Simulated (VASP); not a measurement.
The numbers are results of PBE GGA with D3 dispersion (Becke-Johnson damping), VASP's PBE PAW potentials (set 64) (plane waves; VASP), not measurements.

The input files of a VASP run:

**KPOINTS**
```
k-points along high-symmetry lines
15
Line-mode
Reciprocal
  0.000000   0.000000   0.000000 ! GAMMA
  0.000000   0.500000   0.000000 ! X

  0.000000   0.500000   0.000000 ! X
  0.500000   0.500000   0.000000 ! M

  0.500000   0.500000   0.000000 ! M
  0.000000   0.000000   0.000000 ! GAMMA

  0.000000   0.000000   0.000000 ! GAMMA
  0.500000   0.500000   0.500000 ! R

  0.500000   0.500000   0.500000 ! R
  0.000000   0.500000   0.000000 ! X

  0.500000   0.500000   0.500000 ! R
  0.500000   0.500000   0.000000 ! M
```

INCAR:
```
# general
SYSTEM =FeAl
PREC   =Accurate
ENCUT  =520   # plane-wave cut-off (eV)
LREAL  =.False.   # projection in real space or not
LASPH  =.True.
ICHARG =11

# electronic loop
EDIFF  =1E-7   # SCF stop (eV)
NELM   =100   # most electronic steps
ALGO   =Normal
LMAXMIX=4   # l cut-off of mixed one-centre charges

# smearing
ISMEAR =0
SIGMA  =0.05   # width (eV)

# functional
GGA    =PE   # PBE
IVDW   =12   # D3, Becke-Johnson

# output
LWAVE  =.False.
LCHARG =.False.
LORBIT =11   # lm-projected
```

POSCAR:
```
FeAl
1
    2.8391275678     0.0000000000     0.0000000000
    0.0000000000     2.8391275678     0.0000000000
    0.0000000000     0.0000000000     2.8391275678
Al Fe
1 1
Direct
  0.5000000000   0.5000000000   0.5000000000
  0.0000000000   0.0000000000   0.0000000000
```

POTCAR, in this order: Al Fe (PBE.64 set). Program: vasp_std. Read from the step before: CHGCAR.

The resulting files:

### OUTCAR
```
 ion  position               nearest neighbor table
   1  0.500  0.500  0.500-   2 2.46   2 2.46   2 2.46   2 2.46   2 2.46   2 2.46   2 2.46   2 2.46
  LATTYP: Found a simple cubic cell.
 ALAT       =     2.8391275678
 Subroutine PRICEL returns:
 Original cell was already a primitive cell.
 Subroutine GETGRP returns: Found 48 space group operations
The static configuration has the point symmetry O_h .
The dynamic configuration has the point symmetry O_h .
 Subroutine INISYM returns: Found 48 space group operations
   k-points           NKPTS =     90   k-points in BZ     NKDIM =     90   number of bands    NBANDS=      9
   number of dos      NEDOS =    301   number of ions     NIONS =      2
   total plane-waves  NPLWV =  13824
   dimension x,y,z NGX =    24 NGY =   24 NGZ =   24
   dimension x,y,z NGXF=    48 NGYF=   48 NGZF=   48
   ions per type =               1   1
   PREC   = accura    normal or accurate (medium, high low for compatibility)
   ISTART =      0    job   : 0-new  1-cont  2-samecut
   ICHARG =     11    charge: 1-file 2-atom 10-const
   ISPIN  =      1    spin polarized calculation?
   LNONCOLLINEAR =      F non collinear calculations
   LSORBIT =      F    spin-orbit coupling
   INIWAV =      1    electr: 0-lowe 1-rand  2-diag
   ENCUT  =  520.0 eV  38.22 Ry    6.18 a.u.   5.28  5.28  5.28*2*pi/ulx,y,z
   NELM   =    100;   NELMIN=  2; NELMDL= -5     # of ELM steps
   EDIFF  = 0.1E-06   stopping-criterion for ELM
   LREAL  =      F    real-space projection
   NLSPLINE    = F    spline interpolate recip. space projectors
   LMAXMIX     =    4 max onsite mixed and CHGCAR
   VOSKOWN=      0    Vosko Wilk Nusair interpolation
   EDIFFG = 0.1E-05   stopping-criterion for IOM
   NSW    =      0    number of steps for IOM
   NBLOCK =      1;   KBLOCK =      1    inner block; outer block
   IBRION =     -1    ionic relax: 0-MD 1-quasi-New 2-CG
   NFREE  =      0    steps in history (QN), initial steepest desc. (CG)
   ISIF   =      2    stress and relaxation
   ISYM   =      2    0-nonsym 1-usesym 2-fastsym
   TEIN   =    0.0    initial temperature
   TEBEG  =    0.0;   TEEND  =   0.0 temperature during run
   SMASS  =  -3.00    Nose mass-parameter (am)
   PSTRESS=    0.0 pullay stress
   NELECT =      11.0000    total number of electrons
   EFERMI =   0.00;   METHOD = LEGACY
   ISMEAR =     0;   SIGMA  =   0.05  broadening in eV -4-tet -1-fermi 0-gaus
   IALGO  =     38    algorithm
   LDIAG  =      T    sub-space diagonalisation (order eigenvalues)
   IMIX   =      4    mixing-type and parameters
     AMIX     =   0.40;   BMIX     =  1.00
     AMIX_MAG =   1.60;   BMIX_MAG =  1.00
     AMIN     =   0.10
   GGA     = PE    functional components
   VOSKOWN =     0    Vosko Wilk Nusair interpolation
   LHFCALC =     F    Hartree Fock is set to
   LHFONE  =     F    Hartree Fock one center treatment
   AEXX    =    0.0000 exact exchange contribution
   IVDW    =    12    specifies the selected vdW correction
   LEPSILON=     F    determine dielectric tensor
   LRPA    =     F    only Hartree local field effects (RPA)
  energy-cutoff  :      520.00
  volume of cell :       22.89
      direct lattice vectors                 reciprocal lattice vectors
     2.839127568  0.000000000  0.000000000     0.352220876  0.000000000  0.000000000
     0.000000000  2.839127568  0.000000000     0.000000000  0.352220876  0.000000000
     0.000000000  0.000000000  2.839127568     0.000000000  0.000000000  0.352220876
 k-point     1 :   0.0000 0.0000 0.0000  plane waves:     619
 k-point     2 :   0.0000 0.0357 0.0000  plane waves:     619
 k-point     3 :   0.0000 0.0714 0.0000  plane waves:     619
 k-point     4 :   0.0000 0.1071 0.0000  plane waves:     615
 k-point     5 :   0.0000 0.1429 0.0000  plane waves:     615
 k-point     6 :   0.0000 0.1786 0.0000  plane waves:     623
 k-point     7 :   0.0000 0.2143 0.0000  plane waves:     627
 k-point     8 :   0.0000 0.2500 0.0000  plane waves:     627
 k-point     9 :   0.0000 0.2857 0.0000  plane waves:     626
 k-point    10 :   0.0000 0.3214 0.0000  plane waves:     630
 k-point    11 :   0.0000 0.3571 0.0000  plane waves:     626
...
```

### OSZICAR
```
       N       E                     dE             d eps       ncg     rms          rms(c)
DAV:   1     0.353329713348E+02    0.35333E+02   -0.52386E+03  1620   0.127E+03
DAV:   2    -0.108937440078E+02   -0.46227E+02   -0.43645E+02  1628   0.183E+02
DAV:   3    -0.118934781898E+02   -0.99973E+00   -0.99088E+00  2101   0.374E+01
DAV:   4    -0.119075286127E+02   -0.14050E-01   -0.14046E-01  1995   0.381E+00
DAV:   5    -0.119078485233E+02   -0.31991E-03   -0.31990E-03  2024   0.504E-01
DAV:   6    -0.119078611468E+02   -0.12623E-04   -0.12623E-04  2131   0.875E-02
DAV:   7    -0.119078614114E+02   -0.26458E-06   -0.26499E-06  1964   0.890E-03
DAV:   8    -0.119078614232E+02   -0.11794E-07   -0.12540E-07  1467   0.161E-03
   1 F= -.12742579E+02 E0= -.12742150E+02  d E =-.857102E-03
```

OUTCAR:
```
 val. band max:        8.6995286864   @ k =   0.3929   0.5000   0.3929

 cond. band min:       8.8297775330   @ k =   0.4286   0.4286   0.4286



 k-point     1 :       0.0000    0.0000    0.0000
  band No.  band energies     occupation
      1      -2.2101      2.00000
      2       5.9570      2.00000
      3       5.9570      2.00000
      4       8.4475      2.00000
      5       8.4475      2.00000
      6       8.4475      2.00000
      7      15.0074      0.00000
      8      15.0074      0.00000
      9      15.0074      0.00000

 k-point     2 :       0.0000    0.0357    0.0000
  band No.  band energies     occupation
      1      -2.1855      2.00000
      2       5.9548      2.00000
      3       5.9649      2.00000
      4       8.4311      2.00000
      5       8.4311      2.00000
      6       8.4492      2.00000
      7      14.7517      0.00000
      8      15.0441      0.00000
      9      15.0441      0.00000

 k-point     3 :       0.0000    0.0714    0.0000
  band No.  band energies     occupation
      1      -2.1117      2.00000
      2       5.9465      2.00000
      3       5.9881      2.00000
      4       8.3834      2.00000
      5       8.3834      2.00000
      6       8.4541      2.00000
      7      14.1566      0.00000
      8      15.1528      0.00000
      9      15.1528      0.00000

 k-point     4 :       0.0000    0.1071    0.0000
  band No.  band energies     occupation
      1      -1.9892      2.00000
      2       5.9263      2.00000
      3       6.0260      2.00000
      4       8.3088      2.00000
      5       8.3088      2.00000
      6       8.4620      2.00000
      7      13.4393      0.00000
      8      15.3294      0.00000
      9      15.3294      0.00000

 k-point     5 :       0.0000    0.1429    0.0000
  band No.  band energies     occupation
      1      -1.8185      2.00000
      2       5.8842      2.00000
      3       6.0770      2.00000
      4       8.2133      2.00000
...
```

The density is held fixed in this step, so its total energy and stress have no physical meaning.

The compound is FeAl in the CsCl type structure. It was relaxed first, which changed the volume by -7 %. The run is not spin-polarised, so no magnetic state was tried. The electron count is odd and the run is not spin-polarised, which forces a metal.
